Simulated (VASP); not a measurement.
# Cu2F (Immm) in VASP: reference runs

Aim: a first look at Cu2F with PBE, on the cell as given.

Program: VASP 6.6.1. These are calculated values, not measurements. Logs are shortened: lines on timing, memory, paths and dates and some standing lists are left out, and cuts for length are marked.

**1. Starting point**

It takes space group Immm (No. 71, orthorhombic). Conventional cell: a = 2.485 Å, b = 3.541 Å, c = 7.451 Å, α = 90.00°, β = 90.00°, γ = 90.00°. Around Cu (site symmetry mm2) lie 3 Cu at 2.19 to 2.49 Å and 4 F at 2.42 Å. Around F (site symmetry mmm) lie 10 Cu at 2.42 to 2.63 Å and 2 F at 2.49 Å.

The cell was built by a generator and needn't be a form met in nature.

**2. Single point, PBE**

Input file INCAR:

```
SYSTEM = Cu2F
ALGO = Normal
EDIFF = 1E-7
ENCUT = 520
GGA = PE
ISIF = 2
ISMEAR = -1
LASPH = .True.
LCHARG = .True.
LELF = .True.
LREAL = .False.
LVHAR = .True.
LWAVE = .False.
NBANDS = 22
NELM = 100
PREC = Accurate
SIGMA = 0.05
```

Input file KPOINTS:

```
k-points
0
Gamma
  13 13 13
  0 0 0
```

Input file POSCAR:

```
Cu2F
1.0
   -1.2426972300      1.7704366000      3.7253784700
    1.2426972300     -1.7704366000      3.7253784700
    1.2426972300      1.7704366000     -3.7253784700
Cu F
2 1
Direct
    0.3529999900      0.3529999900      0.0000000000
    0.6470000100      0.6470000100      0.0000000000
    0.0000000000      0.0000000000      0.0000000000
```

Potentials or basis: VASP PAW PBE potentials, release 64 (Cu, F).

Run with:

```
> cat potpaw_PBE.64/Cu/POTCAR potpaw_PBE.64/F/POTCAR > POTCAR
> mpirun -np 1 vasp_std > vasp.out
```

OUTCAR:

```text
SYSTEM = Cu2F
   EDIFF = 1E-7
   ENCUT = 520
   GGA = PE
   ISIF = 2
   ISMEAR = -1
   LASPH = .True.
   LREAL = .False.
   NELM = 100
   PREC = Accurate

 ion  position               nearest neighbor table
   1  0.353  0.353  0.000-   2 2.19   2 2.65   2 2.65   2 2.65   2 2.65
   2  0.647  0.647  0.000-   1 2.19   1 2.65   1 2.65   1 2.65   1 2.65
   3  0.000  0.000  0.000-

  LATTYP: Found a body centered orthorhombic cell.
 ALAT       =     2.4853944600
 B/A-ratio  =     1.4246725246
 C/A-ratio  =     2.9978166685

  Lattice vectors:

 A1 = (  -1.2426972300,   1.7704366000,   3.7253784700)
 A2 = (   1.2426972300,  -1.7704366000,   3.7253784700)
 A3 = (   1.2426972300,   1.7704366000,  -3.7253784700)

Analysis of symmetry for initial positions (statically):
=====================================================================
 Subroutine PRICEL returns:
 Original cell was already a primitive cell.

 Routine SETGRP: Setting up the symmetry group for a
 body centered orthorhombic supercell.

 Subroutine GETGRP returns: Found  8 space group operations
 (whereof  8 operations were pure point group operations)
 out of a pool of  8 trial point group operations.

The static configuration has the point symmetry D_2h.

Analysis of symmetry for dynamics (positions and initial velocities):
=====================================================================
 Subroutine PRICEL returns:
 Original cell was already a primitive cell.

 Routine SETGRP: Setting up the symmetry group for a
 body centered orthorhombic supercell.

 Subroutine GETGRP returns: Found  8 space group operations
 (whereof  8 operations were pure point group operations)
 out of a pool of  8 trial point group operations.

The dynamic configuration has the point symmetry D_2h.

 Subroutine INISYM returns: Found  8 space group operations
 (whereof  8 operations are pure point group operations),
 and found     1 'primitive' translations

----------------------------------------------------------------------------------------

                                     Primitive cell

  volume of cell :      32.7851

  direct lattice vectors                    reciprocal lattice vectors
    -1.242697230  1.770436600  3.725378470     0.000000000  0.282416213  0.134214551
     1.242697230 -1.770436600  3.725378470     0.402350619  0.000000000  0.134214551
     1.242697230  1.770436600 -3.725378470     0.402350619  0.282416213  0.000000000

  length of vectors
     4.307805347  4.307805347  4.307805347     0.312685886  0.424145690  0.491573940

  position of ions in fractional coordinates (direct lattice)
     0.352999990  0.352999990  0.000000000
     0.647000010  0.647000010  0.000000000
     0.000000000  0.000000000  0.000000000

  ion indices of the primitive-cell ions
   primitive index   ion index
                 1           1
                 2           2
                 3           3

----------------------------------------------------------------------------------------

 KPOINTS: k-points

Automatic generation of k-mesh.
 Grid dimensions read from file:
 generate k-points for:   13   13   13

 Generating k-lattice:

  Cartesian coordinates                     Fractional coordinates (reciprocal lattice)
     0.000000000  0.021724324  0.010324196     0.076923077 -0.000000000  0.000000000
     0.030950048  0.000000000  0.010324196    -0.000000000  0.076923077  0.000000000
     0.030950048  0.021724324  0.000000000     0.000000000  0.000000000  0.076923077

  Length of vectors
     0.024052760  0.032626592  0.037813380

  Shift w.r.t. Gamma in fractional coordinates (k-lattice)
     0.000000000  0.000000000  0.000000000

 Subroutine IBZKPT returns following result:
 ===========================================

 Found    343 irreducible k-points:

 Following reciprocal coordinates:
            Coordinates               Weight
  0.000000  0.000000  0.000000      1.000000
  0.076923  0.000000 -0.000000      4.000000
  0.153846 -0.000000  0.000000      4.000000
  0.230769 -0.000000  0.000000      4.000000
  0.307692 -0.000000  0.000000      4.000000
  0.384615 -0.000000  0.000000      4.000000
[... 16 lines left out ...]
  0.153846  0.153846  0.000000      8.000000
  0.230769  0.153846  0.000000      8.000000
 [... further k-points ...]
   k-points           NKPTS =    343   k-points in BZ     NKDIM =    343   number of bands    NBANDS=     22
   number of dos      NEDOS =    301   number of ions     NIONS =      3
   total plane-waves  NPLWV =  32768
   dimension x,y,z NGX =    32 NGY =   32 NGZ =   32
   dimension x,y,z NGXF=    64 NGYF=   64 NGZF=   64
   ions per type =               2   1
   NGX,Y,Z   is equivalent  to a cutoff of  12.35, 12.35, 12.35 a.u.
   NGXF,Y,Z  is equivalent  to a cutoff of  24.70, 24.70, 24.70 a.u.
 SYSTEM =  Cu2F
   PREC   = accura    normal or accurate (medium, high low for compatibility)
   ISTART =      0    job   : 0-new  1-cont  2-samecut
   ICHARG =      2    charge: 1-file 2-atom 10-const
   ISPIN  =      1    spin polarized calculation?
   LNONCOLLINEAR =      F non collinear calculations
   LSORBIT =      F    spin-orbit coupling
   LASPH  =      T    aspherical Exc in radial PAW
   ENCUT  =  520.0 eV  38.22 Ry    6.18 a.u.   8.01  8.01  8.01*2*pi/ulx,y,z
   NELM   =    100;   NELMIN=  2; NELMDL= -5     # of ELM steps
   EDIFF  = 0.1E-06   stopping-criterion for ELM
   LREAL  =      F    real-space projection
   EDIFFG = 0.1E-05   stopping-criterion for IOM
   NSW    =      0    number of steps for IOM
   IBRION =     -1    ionic relax: 0-MD 1-quasi-New 2-CG
   NFREE  =      0    steps in history (QN), initial steepest desc. (CG)
   ISIF   =      2    stress and relaxation
   ISYM   =      2    0-nonsym 1-usesym 2-fastsym
   POTIM  = 0.5000    time-step for ionic-motion
   TEBEG  =    0.0;   TEEND  =   0.0 temperature during run
   PSTRESS=    0.0 pullay stress
   NELECT =      29.0000    total number of electrons
   NUPDOWN=      -1.0000    fix difference up-down
   EMIN   =  10.00;   EMAX   =-10.00  energy-range for DOS
   EFERMI =   0.00;   METHOD = LEGACY
   ISMEAR =    -1;   SIGMA  =   0.05  broadening in eV -4-tet -1-fermi 0-gaus
   EFERMI_NEDOS =   21; number of points for ismear=-14 and -15
   IALGO  =     38    algorithm
   IMIX   =      4    mixing-type and parameters
     AMIX     =   0.40;   BMIX     =  1.00
     AMIX_MAG =   1.60;   BMIX_MAG =  1.00
  volume/ion in A,a.u.               =      10.93        73.75
  Fermi-wavevector in a.u.,A,eV,Ry     =   1.571504  2.969712 33.601281  2.469625
  Thomas-Fermi vector in A             =   2.673078
   LORBIT       =      0    0 simple, 1 ext, 2 COOP (PROOUT), +10 PAW based schemes
   GGA     = PE    functional components
   LHFCALC =     F    Hartree Fock is set to
   AEXX    =    0.0000 exact exchange contribution
   IVDW    =     0    specifies the selected vdW correction
   LEPSILON=     F    determine dielectric tensor
   LRPA    =     F    only Hartree local field effects (RPA)
 non-spin polarized calculation
  energy-cutoff  :      520.00
  volume of cell :       32.79
 maximum number of plane-waves:       900
   NGX = 15   NGY = 15   NGZ = 15

 number of electron      29.0000016 magnetization

 Free energy of the ion-electron system (eV)
  ---------------------------------------------------
  ext. energy  EPLUGINS =         0.00000000
  ---------------------------------------------------
  free energy    TOTEN  =        -9.77370690 eV

  energy without entropy =       -9.76843915  energy(sigma->0) =       -9.77107302

 E-fermi :   6.0425     XC(G=0): -12.1135

 val. band max:        6.0389347753   @ k =   0.2308   0.3077   0.0000
 cond. band min:       6.0460120068   @ k =   0.0769   0.3077   0.0769
 fundamental gap:      0.0070772315
 Fermi energy:         6.0424562915

 k-point     1 :       0.0000    0.0000    0.0000
  band No.  band energies     occupation
      1     -17.9400      2.00000
      2      -0.2856      2.00000
      3      -0.2671      2.00000
      4       0.1009      2.00000
      5       2.3918      2.00000
      6       2.5179      2.00000
[... 14 lines left out ...]
     21      21.7536      0.00000
     22      24.7268      0.00000

 k-point     2 :       0.0769    0.0000   -0.0000
  band No.  band energies     occupation
      1     -17.9348      2.00000
      2      -0.7135      2.00000
      3      -0.2736      2.00000
      4       0.6350      2.00000
      5       2.3852      2.00000
      6       2.5042      2.00000
[... 14 lines left out ...]
     21      22.1671      0.00000
     22      24.7831      0.00000

 k-point     3 :       0.1538   -0.0000    0.0000
  band No.  band energies     occupation
      1     -17.9200      2.00000
      2      -1.1959      2.00000
      3      -0.2466      2.00000
      4       1.3697      2.00000
      5       2.3695      2.00000
      6       2.4621      2.00000
[... 14 lines left out ...]
     21      23.0396      0.00000
     22      24.9234      0.00000

 k-point     4 :       0.2308   -0.0000    0.0000
  band No.  band energies     occupation
      1     -17.8988      2.00000
      2      -1.5730      2.00000
      3      -0.2036      2.00000
      4       2.0663      2.00000
      5       2.3536      2.00000
      6       2.3815      2.00000
[... 14 lines left out ...]
     21      24.0206      0.00000
     22      25.0628      0.00000

 k-point     5 :       0.3077   -0.0000    0.0000
  band No.  band energies     occupation
      1     -17.8760      2.00000
      2      -1.8412      2.00000
      3      -0.1494      2.00000
      4       2.2469      2.00000
      5       2.3443      2.00000
      6       2.4172      2.00000
[... 14 lines left out ...]
     21      24.7196      0.00000
     22      25.1054      0.00000

 k-point     6 :       0.3846   -0.0000    0.0000
  band No.  band energies     occupation
      1     -17.8571      2.00000
      2      -2.0091      2.00000
      3      -0.0952      2.00000
      4       2.0875      2.00000
      5       2.3424      2.00000
      6       2.4571      2.00000
[... 14 lines left out ...]
     21      24.6480      0.00000
     22      25.0534      0.00000

 k-point     7 :       0.4615   -0.0000    0.0000
  band No.  band energies     occupation
      1     -17.8465      2.00000
      2      -2.0887      2.00000
      3      -0.0592      2.00000
      4       1.9767      2.00000
      5       2.3437      2.00000
      6       2.4559      2.00000
[... 324 lines left out ...]
      6       2.5918      2.00000
[... 14 lines left out ...]
     21      21.9380      0.00000
     22      22.9951      0.00000

 k-point    21 :      -0.0000    0.1538    0.0000
  band No.  band energies     occupation
      1     -17.8087      2.00000
      2      -0.3653      2.00000
      3      -0.1515      2.00000
      4       0.5614      2.00000
      5       2.0412      2.00000
      6       2.8182      2.00000
[... 14 lines left out ...]
     21      20.2329      0.00000
     22      21.1585      0.00000

 k-point    22 :       0.0769    0.1538    0.0000
  band No.  band energies     occupation
      1     -17.8023      2.00000
      2      -0.6610      2.00000
      3      -0.1534      2.00000
      4       0.8914      2.00000
      5       2.1322      2.00000
      6       2.8030      2.00000
[... 14 lines left out ...]
     21      20.2121      0.00000
     22      21.5729      0.00000

 k-point    23 :       0.1538    0.1538    0.0000
  band No.  band energies     occupation
      1     -17.7878      2.00000
      2      -0.9854      2.00000
      3      -0.1722      2.00000
      4       1.2112      2.00000
      5       2.3731      2.00000
      6       2.7364      2.00000
[... 14 lines left out ...]
     21      20.5358      0.00000
     22      22.2214      0.00000

 k-point    24 :       0.2308    0.1538    0.0000
  band No.  band energies     occupation
      1     -17.7689      2.00000
      2      -1.2622      2.00000
      3      -0.1757      2.00000
      4       1.3924      2.00000
      5       2.5960      2.00000
      6       2.6106      2.00000
[... 14 lines left out ...]
     21      21.4770      0.00000
     22      22.9772      0.00000

 [... further k-points ...]
[... 5 lines left out ...]
  --------------------------------------------------------------------------------------
  -------------------------------------------------------------------------------------
  Total        2.1671812     -0.2468489      5.0079682     -0.0000000      0.0000000      0.0000000
  in kB      105.9082276    -12.0632891    244.7349787     -0.0000000      0.0000000      0.0000000
  external PRESSURE =     112.8599724 kB  Pullay stress =       0.0000000 kB

 VOLUME and BASIS-vectors are now :
 -----------------------------------------------------------------------------
  energy-cutoff  :      520.00
  volume of cell :       32.79
      direct lattice vectors                 reciprocal lattice vectors
    -1.242697230  1.770436600  3.725378470     0.000000000  0.282416213  0.134214551
     1.242697230 -1.770436600  3.725378470     0.402350619  0.000000000  0.134214551
     1.242697230  1.770436600 -3.725378470     0.402350619  0.282416213  0.000000000

 POSITION                                       TOTAL-FORCE (eV/Angst)
 -----------------------------------------------------------------------------------
      0.00000      0.00000      2.63012         0.000000      0.000000     -2.263971
      0.00000      0.00000      4.82064         0.000000     -0.000000      2.263971
      0.00000      0.00000      0.00000        -0.000000      0.000000      0.000000
 -----------------------------------------------------------------------------------
    total drift:                               -0.000000     -0.000000      0.000000

  FREE ENERGIE OF THE ION-ELECTRON SYSTEM (eV)
  ---------------------------------------------------
  free  energy   TOTEN  =        -9.7737068984 eV

  energy  without entropy=       -9.7684391499  energy(sigma->0) =       -9.77107302
```

Run time: 3 min. Hardware: 1 thread of Intel Xeon Platinum 8488C (Sapphire Rapids), shared host; peak memory 0.34 GiB.

What came out:

```
Free energy            : -9.7737 eV
Pressure               : 11.3 GPa
Largest force          : 2.264 eV/Å
Band gap on the k mesh : none (metal or under the smearing width)
```

Forces on the atoms (eV/Å):
```
Cu   0.000  0.000 -2.264
Cu   0.000  0.000  2.264
F    0.000  0.000  0.000
```

Stress tensor (GPa, compression positive):
```
10.59  0.00  0.00
 0.00 -1.21  0.00
 0.00  0.00 24.47
```

Caveat: an odd number of electrons without spin polarisation forces a metal; a magnetic or distorted state may lie lower; the run has no spin polarisation, though such a crystal can be magnetic; semilocal functionals often make such compounds metallic where correlation or magnetic order opens a gap, which also shifts bond lengths.
